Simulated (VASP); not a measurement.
OSZICAR of a VASP run on AuZn (CsCl type):

### OSZICAR
```
       N       E                     dE             d eps       ncg     rms          rms(c)
DAV:   1     0.129401918817E+03    0.12940E+03   -0.11991E+04  2592   0.204E+03
DAV:   2    -0.942995054955E+00   -0.13034E+03   -0.12615E+03  2639   0.351E+02
DAV:   3    -0.505236352035E+01   -0.41094E+01   -0.40963E+01  3017   0.706E+01
DAV:   4    -0.507760579886E+01   -0.25242E-01   -0.25240E-01  2982   0.489E+00
DAV:   5    -0.507789315892E+01   -0.28736E-03   -0.28736E-03  3073   0.527E-01    0.105E+01
DAV:   6    -0.463549961435E+01    0.44239E+00   -0.14095E+00  2604   0.143E+01    0.639E+00
DAV:   7    -0.460382338556E+01    0.31676E-01   -0.46821E-02  3270   0.476E+00    0.316E+00
DAV:   8    -0.459556267336E+01    0.82607E-02   -0.87671E-03  2842   0.112E+00    0.144E-01
DAV:   9    -0.459556305612E+01   -0.38277E-06   -0.24061E-04  3148   0.305E-01    0.644E-02
DAV:  10    -0.459557570027E+01   -0.12644E-04   -0.29163E-05  2976   0.725E-02    0.210E-02
DAV:  11    -0.459557649336E+01   -0.79309E-06   -0.27634E-06  2989   0.281E-02    0.396E-03
DAV:  12    -0.459557639002E+01    0.10334E-06   -0.74146E-08  1673   0.979E-03    0.149E-03
DAV:  13    -0.459557632537E+01    0.64644E-07   -0.14112E-08  1449   0.294E-03
   1 F= -.57696673E+01 E0= -.57694943E+01  d E =-.518931E-03
```

Q: Which electronic solver shows in the log?

A: It is blocked Davidson (ALGO = Normal, or the opening steps of other solvers). The INCAR had ALGO = Normal.

Q: Can the final energy be trusted as converged?

A: The run converged. It stopped with EDIFF = 1E-7, NELM = 100 (PBE GGA with D3 dispersion (Becke-Johnson damping), plane waves, VASP's PBE PAW potentials (set 64)).

The compound is AuZn in the CsCl type structure. This cell is one point of a volume scan, at 0.94 of the reference volume. The electron count is odd and the run is not spin-polarised, which forces a metal.
